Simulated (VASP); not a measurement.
Output of a VASP run:

**OUTCAR**
```
 ion  position               nearest neighbor table
   1  0.667  0.333  0.500-   4 1.99   4 1.99   4 1.99   3 2.01
   2  0.333  0.667  0.000-   3 1.99   3 1.99   3 1.99   4 2.01
   3  0.667  0.333  0.882-   2 1.99   2 1.99   2 1.99   1 2.01
   4  0.333  0.667  0.382-   1 1.99   1 1.99   1 1.99   2 2.01
  LATTYP: Found a hexagonal cell.
 ALAT       =     3.2790962701
 C/A-ratio  =     1.6045210566
 Subroutine PRICEL returns:
 Original cell was already a primitive cell.
 Subroutine GETGRP returns: Found 12 space group operations
The static configuration has the point symmetry C_3v.
 The point group associated with its full space group is C_6v.
The dynamic configuration has the point symmetry C_3v.
 Subroutine INISYM returns: Found 12 space group operations
 Subroutine IBZKPT returns following result:
 Found     30 irreducible k-points:

 Following reciprocal coordinates:
            Coordinates               Weight
  0.000000  0.000000  0.000000      1.000000
  0.125000 -0.000000  0.000000      6.000000
  0.250000 -0.000000  0.000000      6.000000
  0.375000 -0.000000  0.000000      6.000000
  0.500000 -0.000000  0.000000      3.000000
  0.125000  0.125000  0.000000      6.000000
  0.250000  0.125000  0.000000     12.000000
  0.375000  0.125000  0.000000     12.000000
  0.250000  0.250000  0.000000      6.000000
  0.375000  0.250000  0.000000      6.000000
  0.000000  0.000000  0.250000      2.000000
  0.125000 -0.000000  0.250000     12.000000
  0.250000 -0.000000  0.250000     12.000000
  0.375000 -0.000000  0.250000     12.000000
  0.500000 -0.000000  0.250000      6.000000
  0.125000  0.125000  0.250000     12.000000
  0.250000  0.125000  0.250000     24.000000
  0.375000  0.125000  0.250000     24.000000
  0.250000  0.250000  0.250000     12.000000
  0.375000  0.250000  0.250000     12.000000
  0.000000  0.000000  0.500000      1.000000
  0.125000 -0.000000  0.500000      6.000000
  0.250000 -0.000000  0.500000      6.000000
  0.375000 -0.000000  0.500000      6.000000
  0.500000 -0.000000  0.500000      3.000000
  0.125000  0.125000  0.500000      6.000000
  0.250000  0.125000  0.500000     12.000000
  0.375000  0.125000  0.500000     12.000000
  0.250000  0.250000  0.500000      6.000000
  0.375000  0.250000  0.500000      6.000000
   k-points           NKPTS =     30   k-points in BZ     NKDIM =     30   number of bands    NBANDS=     22
   number of dos      NEDOS =    301   number of ions     NIONS =      4
   total plane-waves  NPLWV =  23040
   dimension x,y,z NGX =    24 NGY =   24 NGZ =   40
   dimension x,y,z NGXF=    48 NGYF=   48 NGZF=   80
   ions per type =               2   2
   PREC   = accura    normal or accurate (medium, high low for compatibility)
   ISTART =      0    job   : 0-new  1-cont  2-samecut
   ICHARG =      2    charge: 1-file 2-atom 10-const
   ISPIN  =      1    spin polarized calculation?
   LNONCOLLINEAR =      F non collinear calculations
   LSORBIT =      F    spin-orbit coupling
   INIWAV =      1    electr: 0-lowe 1-rand  2-diag
   ENCUT  =  520.0 eV  38.22 Ry    6.18 a.u.   6.10  6.10  9.78*2*pi/ulx,y,z
   NELM   =    100;   NELMIN=  2; NELMDL= -5     # of ELM steps
   EDIFF  = 0.1E-06   stopping-criterion for ELM
   LREAL  =      F    real-space projection
   NLSPLINE    = F    spline interpolate recip. space projectors
   LMAXMIX     =    4 max onsite mixed and CHGCAR
   VOSKOWN=      0    Vosko Wilk Nusair interpolation
   EDIFFG = -.1E-01   stopping-criterion for IOM
   NSW    =     30    number of steps for IOM
   NBLOCK =      1;   KBLOCK =     30    inner block; outer block
   IBRION =      2    ionic relax: 0-MD 1-quasi-New 2-CG
   NFREE  =      1    steps in history (QN), initial steepest desc. (CG)
   ISIF   =      4    stress and relaxation
   ISYM   =      2    0-nonsym 1-usesym 2-fastsym
   TEIN   =    0.0    initial temperature
   TEBEG  =    0.0;   TEEND  =   0.0 temperature during run
   SMASS  =  -3.00    Nose mass-parameter (am)
...
```

**OSZICAR**
```
...
DAV:   1     0.270624659067E+03    0.27062E+03   -0.19373E+04  1320   0.241E+03
DAV:   2    -0.147978484409E+02   -0.28542E+03   -0.27520E+03  1430   0.454E+02
DAV:   3    -0.460001303563E+02   -0.31202E+02   -0.30936E+02  1548   0.157E+02
DAV:   4    -0.466010265096E+02   -0.60090E+00   -0.60042E+00  1458   0.234E+01
DAV:   5    -0.466052520536E+02   -0.42255E-02   -0.42252E-02  1524   0.189E+00    0.140E+01
DAV:   6    -0.378959990690E+02    0.87093E+01   -0.78098E+00  2244   0.745E+01    0.972E+00
DAV:   7    -0.357029444582E+02    0.21931E+01   -0.30488E+00  1320   0.171E+01    0.498E+00
DAV:   8    -0.389882079969E+02   -0.32853E+01   -0.90503E-01  1586   0.218E+01    0.130E+00
DAV:   9    -0.357519147051E+02    0.32363E+01   -0.88420E-01  1602   0.183E+01    0.111E+00
DAV:  10    -0.362766869491E+02   -0.52477E+00   -0.32380E-01  1320   0.580E+00    0.242E-01
DAV:  11    -0.362776232415E+02   -0.93629E-03   -0.93772E-03  1656   0.100E+00    0.374E-01
DAV:  12    -0.362905178407E+02   -0.12895E-01   -0.24679E-03  1560   0.140E+00    0.182E-01
DAV:  13    -0.362857201005E+02    0.47977E-02   -0.21984E-02  1326   0.579E+00    0.984E-01
DAV:  14    -0.362955515673E+02   -0.98315E-02   -0.59172E-03  1576   0.175E+00    0.902E-01
DAV:  15    -0.362979013015E+02   -0.23497E-02   -0.19776E-03  1544   0.603E-01    0.818E-01
DAV:  16    -0.362990302652E+02   -0.11290E-02   -0.49218E-04  1320   0.304E-01    0.809E-01
DAV:  17    -0.362986078395E+02    0.42243E-03   -0.95177E-04  1512   0.101E+00    0.576E-01
DAV:  18    -0.362981976543E+02    0.41019E-03   -0.52033E-04  1892   0.780E-01    0.374E-01
DAV:  19    -0.362981125713E+02    0.85083E-04   -0.52204E-04  1984   0.602E-01    0.195E-01
DAV:  20    -0.362981101463E+02    0.24250E-05   -0.17757E-04  1648   0.129E-01    0.150E-01
DAV:  21    -0.362981193498E+02   -0.92035E-05   -0.58753E-06  1482   0.217E-02    0.129E-01
DAV:  22    -0.362981367944E+02   -0.17445E-04   -0.15182E-05  1582   0.567E-02    0.795E-02
DAV:  23    -0.362981417491E+02   -0.49547E-05   -0.62706E-06  1738   0.880E-02    0.349E-02
DAV:  24    -0.362981426696E+02   -0.92056E-06   -0.93347E-06  1976   0.735E-02    0.110E-02
DAV:  25    -0.362981448311E+02   -0.21614E-05   -0.25513E-06  1320   0.137E-02    0.477E-03
DAV:  26    -0.362981447611E+02    0.69906E-07   -0.94580E-08   852   0.321E-03
   1 F= -.36298145E+02 E0= -.36298145E+02  d E =-.362981E+02
       N       E                     dE             d eps       ncg     rms          rms(c)
DAV:   1    -0.362983213898E+02   -0.17656E-03   -0.57630E-03  1320   0.663E-01    0.832E-02
DAV:   2    -0.362982222730E+02    0.99117E-04   -0.19959E-04  1566   0.238E-01    0.505E-02
DAV:   3    -0.362981810456E+02    0.41227E-04   -0.69066E-05  1794   0.147E-01    0.442E-03
DAV:   4    -0.362981784647E+02    0.25809E-05   -0.20326E-05  1332   0.479E-02    0.321E-03
DAV:   5    -0.362981859979E+02   -0.75331E-05   -0.32388E-06  1326   0.178E-02    0.176E-03
DAV:   6    -0.362981814852E+02    0.45126E-05   -0.10036E-06  1368   0.104E-02    0.439E-04
DAV:   7    -0.362981829074E+02   -0.14221E-05   -0.12909E-07   912   0.396E-03    0.313E-04
DAV:   8    -0.362981814787E+02    0.14286E-05   -0.29250E-08   816   0.213E-03    0.181E-04
DAV:   9    -0.362981828643E+02   -0.13856E-05   -0.23473E-08   732   0.183E-03    0.379E-05
DAV:  10    -0.362981826777E+02    0.18666E-06   -0.28406E-09   660   0.611E-04    0.438E-05
DAV:  11    -0.362981826819E+02   -0.42564E-08   -0.27292E-10   660   0.187E-04
   2 F= -.36298183E+02 E0= -.36298183E+02  d E =-.379208E-04
```

### OUTCAR
```
------------------------ aborting loop because EDIFF is reached ----------------------------------------
  FORCE on cell =-STRESS in cart. coord.  units (eV):
  Direction    XX          YY          ZZ          XY          YZ          ZX
  --------------------------------------------------------------------------------------
  Total       -1.2843023     -1.2843027     -1.2606886      0.0000000      0.0000000      0.0000000
  in kB      -41.9990375    -41.9990502    -41.2268238      0.0000000      0.0000000      0.0000000
  external PRESSURE =     -41.7416371 kB  Pullay stress =       0.0000000 kB
  volume of cell :       48.99
      direct lattice vectors                 reciprocal lattice vectors
     1.639018464 -2.838863681  0.000000000     0.305060627 -0.176126809 -0.000000000
     1.639018464  2.838863681 -0.000000000     0.305060627  0.176126809 -0.000000000
     0.000000000 -0.000000000  5.264778935     0.000000000  0.000000000  0.189941498
  FREE ENERGIE OF THE ION-ELECTRON SYSTEM (eV)
  ---------------------------------------------------
  free  energy   TOTEN  =       -36.2981826819 eV

  energy  without entropy=      -36.2981826819  energy(sigma->0) =      -36.29818268

 reached required accuracy - stopping structural energy minimisation
```
(Selected blocks of OUTCAR.)

File POSCAR:
```
ZnO
1
    1.6395479442    -2.8397807816     0.0000000000
    1.6395479442     2.8397807816     0.0000000000
    0.0000000000     0.0000000000     5.2613790121
Zn O
2 2
Direct
  0.6666670000   0.3333330000   0.5002958915
  0.3333330000   0.6666670000   0.0002958915
  0.6666670000   0.3333330000   0.8817041085
  0.3333330000   0.6666670000   0.3817041085
```

Q: Reconstruct the remaining input files.

A: This is not unique; one that fits is the input of the run itself, r2SCAN meta-GGA, plane waves, VASP's PBE PAW potentials (set 64).

File KPOINTS:
```
Automatic mesh
0
Gamma
8 8 4
0 0 0
```

**INCAR**
```
ALGO = Normal
EDIFF = 1E-7
EDIFFG = -0.01
ENCUT = 520
IBRION = 2
ISIF = 4
ISMEAR = 0
LASPH = .True.
LCHARG = .False.
LMAXMIX = 4
LMIXTAU = .True.
LREAL = .False.
LWAVE = .False.
METAGGA = R2SCAN
NELM = 100
NSW = 30
PREC = Accurate
SIGMA = 0.05
SYSTEM = ZnO
```

POTCAR, in this order: Zn O (PBE.64 set). Program: vasp_std.

The compound is ZnO in the wurtzite structure. This cell is one point of a volume scan, at 1.03 of the reference volume. Symmetry was kept, so distortions that lower it aren't found.
